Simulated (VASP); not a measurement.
# AlN: GW quasiparticle gap, part 3 of 5

How does the gap of AlN change from the starting functional to GW? The cell is of the zinc-blende type, one of the forms listed for this formula. The start is a computed cell from the Materials Project.

VASP 6.6.1, plane waves and PAW; the level of theory is named at each step.

So far, quasiparticle gap on the mesh (eV): step 3 (evGW0) 4.97. Also gap on the k-mesh (eV): step 2 (empty bands, functional PBE) 3.29.

### Step 4. evGW

This step: evGW on PBE; plane waves and PAW (Al_GW, N_GW) (VASP 6.6.1).

The levels are updated in both G and W; wider gaps weaken the screening and open the gap further.

Contents of INCAR:

```
SYSTEM = AlN
PREC = Accurate
ENCUT = 450
ISMEAR = 0
SIGMA = 0.01
LREAL = .FALSE.
GGA = PE
NBANDS = 136
ALGO = EVGW
NELMGW = 4
ENCUTGW = 200
NOMEGA = 64
PRECFOCK = Fast
NBANDSGW = 16
LWAVE = .FALSE.
LCHARG = .FALSE.
```

Contents of POSCAR:

```
AlN
1.0
    0.0000000000      2.1839935596      2.1839935596
    2.1839935596      0.0000000000      2.1839935596
    2.1839935596      2.1839935596      0.0000000000
Al N
1 1
Direct
    0.0000000000      0.0000000000      0.0000000000
    0.2500000000      0.2500000000      0.2500000000
```

Contents of KPOINTS:

```
Automatic mesh
0
Gamma
4 4 4
0 0 0
```

Potentials, in the order of the species: Al_GW and N_GW (PBE family, release 64).

Started as:

```console
$ mpirun -np 8 vasp_std
```

The program printed:

```text
[banner, memory and clock lines left out]
running    8 mpi-ranks, on    1 nodes
 distrk:  each k-point on    8 cores,    1 groups
 distr:  one band on    1 cores,    8 groups

 POSCAR found type information on POSCAR AlN
 POSCAR found :  2 types and       2 ions
 [... a notice as in an earlier step ...]

 [... a notice as in an earlier step ...]

 LDA part: xc-table for (Slater+PW92), standard interpolation
 found WAVECAR, reading the header
 POSCAR, INCAR and KPOINTS ok, starting setup
 FFT: planning ... GRIDC
 FFT: planning ... GRID_SOFT
 FFT: planning ... GRID
 reading WAVECAR
 the WAVECAR file was read successfully
 initial charge from wavefunction
 available memory per node:     56.51 GB, setting MAXMEM to     57863

 The Fermi energy was updated, please check that it is located mid-gap
 values below the HOMO (VB) or above the LUMO (CB) will cause erroneous energies
 E-fermi :   6.6261

 calculate exact exchange contribution
 the WAVEDER file was read successfully
energies w=
    0.000    0.000    0.564    0.000    1.126    0.000    1.686    0.000
    2.242    0.000    2.793    0.000    3.339    0.000    3.878    0.000
    4.411    0.000    4.936    0.000    5.455    0.000    5.966    0.000
    6.470    0.000    6.967    0.000    7.458    0.000    7.943    0.000
    8.423    0.000    8.899    0.000    9.371    0.000    9.841    0.000
   10.309    0.000   10.776    0.000   11.244    0.000   11.713    0.000
   12.184    0.000   12.660    0.000   13.140    0.000   13.627    0.000
   14.122    0.000   14.626    0.000   15.142    0.000   15.671    0.000
   16.216    0.000   16.778    0.000   17.361    0.000   17.967    0.000
   18.599    0.000   19.262    0.000   19.960    0.000   20.697    0.000
   21.478    0.000   22.312    0.000   23.205    0.000   24.166    0.000
   25.207    0.000   26.341    0.000   27.582    0.000   28.952    0.000
   30.472    0.000   32.175    0.000   34.096    0.000   36.286    0.000
   38.807    0.000   41.743    0.000   45.210    0.000   49.367    0.000
   54.444    0.000   60.784    0.000   68.918    0.000   79.726    0.000
   94.763    0.000  117.079    0.000  153.565    0.000  223.794    0.000
 responsefunction array rank=     144
 LDA part: xc-table for (Slater+PW92), standard interpolation

 min. memory requirement per mpi rank     81.5 MB, per node    652.4 MB

 allocating   8 responsefunctions rank=   144
 shmem allocating  64 responsefunctions rank=   144
 response function shared by NCSHMEM nodes    1
 Doing            8  frequencies on each core in blocks of           64
NQ=   1    0.0000    0.0000    0.0000,
|.........|.........|.........|.........|.........|.........|.........|.........
 performed        102000 updates of chi_q(r,r)
 total number of BLAS operations         15.38 Gflops
NQ=   2    0.2500    0.0000    0.0000,
|.........|.........|.........|.........|.........|.........|.........|.........
 performed        326000 updates of chi_q(r,r)
 total number of BLAS operations         49.54 Gflops
NQ=   3    0.5000    0.0000    0.0000,
|.........|.........|.........|.........|.........|.........|.........|.........
 performed        515000 updates of chi_q(r,r)
 total number of BLAS operations         78.40 Gflops
NQ=   4    0.2500    0.2500    0.0000,
|.........|.........|.........|.........|.........|.........|.........|.........
 performed        739000 updates of chi_q(r,r)
 total number of BLAS operations        110.14 Gflops
NQ=   5    0.5000    0.2500    0.0000,
|.........|.........|.........|.........|.........|.........|.........|.........
 performed       1059000 updates of chi_q(r,r)
 total number of BLAS operations        154.74 Gflops
NQ=   6   -0.2500    0.2500    0.0000,
|.........|.........|.........|.........|.........|.........|.........|.........
 performed       1344000 updates of chi_q(r,r)
 total number of BLAS operations        195.71 Gflops
NQ=   7    0.5000    0.5000    0.0000,
|.........|.........|.........|.........|.........|.........|.........|.........
 performed       1507000 updates of chi_q(r,r)
 total number of BLAS operations        216.45 Gflops
NQ=   8   -0.2500    0.5000    0.2500,
|.........|.........|.........|.........|.........|.........|.........|.........
 performed       1722000 updates of chi_q(r,r)
 total number of BLAS operations        252.21 Gflops
 resolving degeneracies of screened two electron integrals

 calculate QP shifts <psi_nk| G(iteration)W_0 |psi_nk>: iteration 1
 allocating   8 responsefunctions rank=   144
 shmem allocating  64 responsefunctions rank=   144
 response function shared by NCSHMEM nodes    1
 Doing            8  frequencies on each core in blocks of           64
NQ=   1    0.0000    0.0000    0.0000,
|.........|.........|.........|.........|.........|.........|.........|.........
 performed        102000 updates of chi_q(r,r)
 total number of BLAS operations         15.38 Gflops
NQ=   2    0.2500    0.0000    0.0000,
|.........|.........|.........|.........|.........|.........|.........|.........
 performed        326000 updates of chi_q(r,r)
 total number of BLAS operations         49.54 Gflops
NQ=   3    0.5000    0.0000    0.0000,
|.........|.........|.........|.........|.........|.........|.........|.........
 performed        515000 updates of chi_q(r,r)
 total number of BLAS operations         78.40 Gflops
NQ=   4    0.2500    0.2500    0.0000,
|.........|.........|.........|.........|.........|.........|.........|.........
 performed        739000 updates of chi_q(r,r)
 total number of BLAS operations        110.14 Gflops
NQ=   5    0.5000    0.2500    0.0000,
|.........|.........|.........|.........|.........|.........|.........|.........
 performed       1059000 updates of chi_q(r,r)
 total number of BLAS operations        154.74 Gflops
NQ=   6   -0.2500    0.2500    0.0000,
|.........|.........|.........|.........|.........|.........|.........|.........
 performed       1344000 updates of chi_q(r,r)
 total number of BLAS operations        195.71 Gflops
NQ=   7    0.5000    0.5000    0.0000,
|.........|.........|.........|.........|.........|.........|.........|.........
 performed       1507000 updates of chi_q(r,r)
 total number of BLAS operations        216.45 Gflops
NQ=   8   -0.2500    0.5000    0.2500,
|.........|.........|.........|.........|.........|.........|.........|.........
 performed       1722000 updates of chi_q(r,r)
 total number of BLAS operations        252.21 Gflops
 resolving degeneracies of screened two electron integrals

 calculate QP shifts <psi_nk| G(iteration)W_0 |psi_nk>: iteration 2
 allocating   8 responsefunctions rank=   144
 shmem allocating  64 responsefunctions rank=   144
 response function shared by NCSHMEM nodes    1
 Doing            8  frequencies on each core in blocks of           64
NQ=   1    0.0000    0.0000    0.0000,
|.........|.........|.........|.........|.........|.........|.........|.........
 performed        102000 updates of chi_q(r,r)
 total number of BLAS operations         15.38 Gflops
NQ=   2    0.2500    0.0000    0.0000,
|.........|.........|.........|.........|.........|.........|.........|.........
 performed        326000 updates of chi_q(r,r)
 total number of BLAS operations         49.54 Gflops
NQ=   3    0.5000    0.0000    0.0000,
|.........|.........|.........|.........|.........|.........|.........|.........
 performed        515000 updates of chi_q(r,r)
 total number of BLAS operations         78.40 Gflops
NQ=   4    0.2500    0.2500    0.0000,
|.........|.........|.........|.........|.........|.........|.........|.........
 performed        739000 updates of chi_q(r,r)
 total number of BLAS operations        110.14 Gflops
NQ=   5    0.5000    0.2500    0.0000,
|.........|.........|.........|.........|.........|.........|.........|.........
 performed       1059000 updates of chi_q(r,r)
 total number of BLAS operations        154.74 Gflops
NQ=   6   -0.2500    0.2500    0.0000,
|.........|.........|.........|.........|.........|.........|.........|.........
 performed       1344000 updates of chi_q(r,r)
 total number of BLAS operations        195.71 Gflops
NQ=   7    0.5000    0.5000    0.0000,
|.........|.........|.........|.........|.........|.........|.........|.........
 performed       1507000 updates of chi_q(r,r)
 total number of BLAS operations        216.45 Gflops
NQ=   8   -0.2500    0.5000    0.2500,
|.........|.........|.........|.........|.........|.........|.........|.........
 performed       1722000 updates of chi_q(r,r)
 total number of BLAS operations        252.21 Gflops
 resolving degeneracies of screened two electron integrals

 calculate QP shifts <psi_nk| G(iteration)W_0 |psi_nk>: iteration 3
 allocating   8 responsefunctions rank=   144
 shmem allocating  64 responsefunctions rank=   144
 response function shared by NCSHMEM nodes    1
 Doing            8  frequencies on each core in blocks of           64
NQ=   1    0.0000    0.0000    0.0000,
|.........|.........|.........|.........|.........|.........|.........|.........
 performed        102000 updates of chi_q(r,r)
 total number of BLAS operations         15.38 Gflops
NQ=   2    0.2500    0.0000    0.0000,
|.........|.........|.........|.........|.........|.........|.........|.........
 performed        326000 updates of chi_q(r,r)
 total number of BLAS operations         49.54 Gflops
NQ=   3    0.5000    0.0000    0.0000,
|.........|.........|.........|.........|.........|.........|.........|.........
 performed        515000 updates of chi_q(r,r)
 total number of BLAS operations         78.40 Gflops
NQ=   4    0.2500    0.2500    0.0000,
|.........|.........|.........|.........|.........|.........|.........|.........
 performed        739000 updates of chi_q(r,r)
 total number of BLAS operations        110.14 Gflops
NQ=   5    0.5000    0.2500    0.0000,
|.........|.........|.........|.........|.........|.........|.........|.........
 performed       1059000 updates of chi_q(r,r)
 total number of BLAS operations        154.74 Gflops
NQ=   6   -0.2500    0.2500    0.0000,
|.........|.........|.........|.........|.........|.........|.........|.........
 performed       1344000 updates of chi_q(r,r)
 total number of BLAS operations        195.71 Gflops
NQ=   7    0.5000    0.5000    0.0000,
|.........|.........|.........|.........|.........|.........|.........|.........
 performed       1507000 updates of chi_q(r,r)
 total number of BLAS operations        216.45 Gflops
NQ=   8   -0.2500    0.5000    0.2500,
|.........|.........|.........|.........|.........|.........|.........|.........
 performed       1722000 updates of chi_q(r,r)
 total number of BLAS operations        252.21 Gflops
 resolving degeneracies of screened two electron integrals

 calculate QP shifts <psi_nk| G(iteration)W_0 |psi_nk>: iteration 4
 entering main loop
```

It took 64 s on 8 MPI ranks of Intel Xeon Platinum 8259CL at 2.50GHz (Skylake/Cascade Lake), shared host; peak memory 1.2 GiB; 6.7 min of CPU time.

From OUTCAR (step 4):

```text
The static configuration has the point symmetry T_d .

 Found      8 irreducible k-points:

   NELECT =       8.0000    total number of electrons

 E-fermi :   6.6261

 QP shifts <psi_nk| G(iteration)W_0 |psi_nk>: iteration 2
 k-point   1 :       0.0000    0.0000    0.0000
  band No. old QP-enery  QP-energies   sigma(KS)   T+V_ion+V_H  V^pw_x(r,r')   Z            occupation Imag(sigma)
      1     -11.5105     -12.2911     -17.3012       4.7713     -24.7606       0.7657       2.0000       0.9822
      2       3.9788       3.6345     -18.1892      21.7389     -20.9026       0.8025       2.0000       0.0427
      3       3.9788       3.6345     -18.1892      21.7389     -20.9026       0.8025       2.0000       0.0427
      4       3.9788       3.6345     -18.1892      21.7389     -20.9026       0.8025       2.0000       0.0427
      5       9.7896       9.9852     -11.6324      21.6579      -7.6621       0.8293       0.0000      -0.0471
      6      18.3816      18.7127      -8.9916      27.7757      -4.0131       0.8226       0.0000      -0.0705
      7      18.3816      18.7127      -8.9916      27.7757      -4.0131       0.8226       0.0000      -0.0705
      8      18.3816      18.7127      -8.9916      27.7757      -4.0131       0.8226       0.0000      -0.0705
    ...

 k-point   2 :       0.2500    0.0000    0.0000
  band No. old QP-enery  QP-energies   sigma(KS)   T+V_ion+V_H  V^pw_x(r,r')   Z            occupation Imag(sigma)
      1     -10.7059     -11.3735     -17.7192       6.1052     -25.0363       0.7352       2.0000       0.8431
      2       0.4759       0.0280     -16.0980      16.0010     -19.2616       0.7818       2.0000       0.0450
      3       3.6917       3.3405     -18.0328      21.2865     -20.7883       0.8020       2.0000       0.0411
      4       3.6917       3.3405     -18.0328      21.2865     -20.7883       0.8020       2.0000       0.0411
      5      12.1691      12.4089     -11.8833      24.3458      -7.6014       0.8174       0.0000      -0.0492
      6      16.7879      17.1286     -10.3727      27.5817      -5.3639       0.8089       0.0000      -0.0761
      7      18.0658      18.3971      -8.9080      27.3788      -3.8961       0.8180       0.0000      -0.0826
      8      18.0658      18.3971      -8.9080      27.3788      -3.8961       0.8180       0.0000      -0.0826
    ...

 k-point   3 :       0.5000    0.0000    0.0000
  band No. old QP-enery  QP-energies   sigma(KS)   T+V_ion+V_H  V^pw_x(r,r')   Z            occupation Imag(sigma)
      1      -9.4980     -10.1161     -18.6859       8.3413     -25.8395       0.7301       2.0000       0.7171
      2      -2.2092      -2.8103     -14.6744      11.6754     -18.4465       0.7610       2.0000       0.0904
      3       3.4378       3.0768     -17.9380      20.9236     -20.7440       0.7983       2.0000       0.0413
      4       3.4378       3.0768     -17.9380      20.9236     -20.7440       0.7983       2.0000       0.0413
      5      13.0587      13.3082     -10.0893      23.4477      -5.6792       0.8326       0.0000      -0.0546
      6      15.6681      16.0392     -11.8358      27.9759      -6.6005       0.7861       0.0000      -0.0764
      7      16.8078      17.1168      -8.6752      25.8568      -3.8699       0.8269       0.0000      -0.0714
      8      16.8078      17.1168      -8.6752      25.8568      -3.8699       0.8269       0.0000      -0.0714
    ...

 QP shifts <psi_nk| G(iteration)W_0 |psi_nk>: iteration 3
 k-point   1 :       0.0000    0.0000    0.0000
  band No. old QP-enery  QP-energies   sigma(KS)   T+V_ion+V_H  V^pw_x(r,r')   Z            occupation Imag(sigma)
      1     -12.2911     -12.5372     -17.3870       4.7713     -24.7606       0.7582       2.0000       0.9231
      2       3.6345       3.5291     -18.2344      21.7389     -20.9026       0.8109       2.0000       0.0361
      3       3.6345       3.5291     -18.2344      21.7389     -20.9026       0.8109       2.0000       0.0361
      4       3.6345       3.5291     -18.2344      21.7389     -20.9026       0.8109       2.0000       0.0361
      5       9.9852      10.0491     -11.5959      21.6579      -7.6621       0.8321       0.0000      -0.0425
      6      18.7127      18.8265      -8.9254      27.7757      -4.0131       0.8272       0.0000      -0.0636
      7      18.7127      18.8265      -8.9254      27.7757      -4.0131       0.8272       0.0000      -0.0636
      8      18.7127      18.8265      -8.9254      27.7757      -4.0131       0.8272       0.0000      -0.0636
    ...

 QP shifts <psi_nk| G(iteration)W_0 |psi_nk>: iteration 4
 k-point   1 :       0.0000    0.0000    0.0000
  band No. old QP-enery  QP-energies   sigma(KS)   T+V_ion+V_H  V^pw_x(r,r')   Z            occupation Imag(sigma)
      1     -12.5372     -12.6278     -17.4269       4.7713     -24.7606       0.7653       2.0000       0.9028
      2       3.5291       3.4971     -18.2491      21.7389     -20.9026       0.8135       2.0000       0.0345
      3       3.5291       3.4971     -18.2491      21.7389     -20.9026       0.8135       2.0000       0.0345
      4       3.5291       3.4971     -18.2491      21.7389     -20.9026       0.8135       2.0000       0.0345
      5      10.0491      10.0714     -11.5822      21.6579      -7.6621       0.8367       0.0000      -0.0396
      6      18.8265      18.8660      -8.9016      27.7757      -4.0131       0.8299       0.0000      -0.0629
      7      18.8265      18.8660      -8.9016      27.7757      -4.0131       0.8299       0.0000      -0.0629
      8      18.8265      18.8660      -8.9016      27.7757      -4.0131       0.8299       0.0000      -0.0629
    ...

[... 16 parts as in an earlier step ...]

[... 19 further parts left out ...]
```

Numbers from this step:

```
quasiparticle gap on the mesh                 : 5.409 eV
smallest direct quasiparticle gap on the mesh : 6.574 eV
```

QP gap by iteration, by row:

```
iteration  gap (eV)  direct gap (eV)
        1     4.673            5.811
        2     5.189            6.351
        3     5.356             6.52
        4      5.41            6.574
```

GW takes the gap from 3.290 to 5.409 eV. That is +443 meV against evGW0 on PBE. The last pass still moved it by +53 meV. The value holds for 136 bands, ENCUTGW = 200 eV and this mesh, and isn't shown to be converged in them.

(Part 3 of 5 ends here.)

[Lines on the potential files, build, host, timing and source positions are cut from VASP's logs without a mark.]

[Logs are printed without paths, hosts, clocks, repeated set-up lines and the standing remarks that a program may print on its own settings, such as how far it seeks lower states.]

[Hosts, paths, dates, database ids (printed as entryN), source tags and the programs' standing remarks are cut or masked in the printed files.]

[Pressures printed for these runs are not shown converged in the cutoff: they can be off by several GPa and have the wrong sign.]
